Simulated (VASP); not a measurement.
Consider the following.

```yaml
crystal:
  lattice:
    - [0.00000, 2.98500, 2.98500]
    - [2.98500, 0.00000, 2.98500]
    - [2.98500, 2.98500, 0.00000]
  atoms:
    - { symbol: Eu, position: [0.00000, 0.00000, 0.00000] }
    - { symbol: S, position: [0.50000, 0.50000, 0.50000] }
```

Calculation: PBE GGA, VASP's PBE PAW potentials (set 64) (plane waves; VASP 6.6.1). Run with 400 eV cut-off, KSPACING 0.8 per Å, Gaussian smearing of 0.050 eV, potentials Eu_2 S.

The 4f electrons are frozen in the core of the lanthanide potential, so 4f levels, which can set the real gap, and their magnetism are missing.

### Question
Estimate the energy per atom (σ→0), pressure.

### Answer

- energy per atom (σ→0): -5.283 eV/atom
- pressure: -2.09 GPa

The compound is EuS in the rock salt structure. The cell was not relaxed at this level. The run is one of a series of settings (KGAMMA = .TRUE., KSPACING = 0.8, KPOINTS file removed against the base run), some of them coarse on purpose.
